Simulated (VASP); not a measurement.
Set up this calculation in VASP 6.6.1, as the native input.

```yaml
Task: relaxation of shape and atoms at fixed volume
Functional: PBE
Dispersion: D3(BJ)
Potentials_or_basis: VASP PAW PBE potentials, release 64 (Mg)
Cutoff: 600 eV
k_mesh: 15 × 15 × 7
Occupations: methfessel-paxton, width 0.1 eV
Spin: no spin polarisation
Further_INCAR_settings: ALGO = Normal; EDIFF = 1e-07; IBRION = 2; EDIFFG = -0.01; NSW = 40; ISIF = 4
```

The structure of Mg lies in POSCAR:

```
Mg                                      
1.0
    3.1963782803      0.0000000000      0.0000000000
   -1.5981891401      2.7681447908      0.0000000000
    0.0000000000      0.0000000000      5.0932381659
  Mg            
     2
Direct
     0.3333333332999970    0.6666666667000030    0.2500000000000000
     0.6666666667000030    0.3333333332999970    0.7500000000000000
```

The cell isn't the ideal one: a relaxed cell with its volume scaled by 1.04.

These files were run (other wordings do the same):

INCAR

```
SYSTEM = Mg
PREC = Accurate
ENCUT = 600
EDIFF = 1E-7
ISMEAR = 1
SIGMA = 0.1
LREAL = .False.
LASPH = .True.
NELM = 80
ALGO = Normal
ISIF = 4
LWAVE = .False.
LCHARG = .False.
GGA = PE
IVDW = 12
IBRION = 2
NSW = 40
EDIFFG = -0.01
```

KPOINTS

```
Automatic mesh
0
Gamma
  15 15 7
  0 0 0
```

Potentials or basis: VASP PAW PBE potentials, release 64 (Mg).

The run is started by

```bash
$ cat potpaw_PBE.64/Mg/POTCAR > POTCAR
$ mpirun -np 1 vasp_std > vasp.out
```

Results of the run:

```json
{
 "Pressure after relaxing": "-1.5 GPa",
 "Band gap on the k mesh": "none (metal or under the smearing width)",
 "Dispersion energy per atom": "-0.289 eV"
}
```

Caveat: the relaxation stopped at its first step, so nothing moved; pairwise dispersion overbinds metals, which lowers pressure and volume.

Wall time 31 s on 1 thread of AMD EPYC 7R13 Processor (Zen 3), on a shared host, peak memory 0.17 GiB.
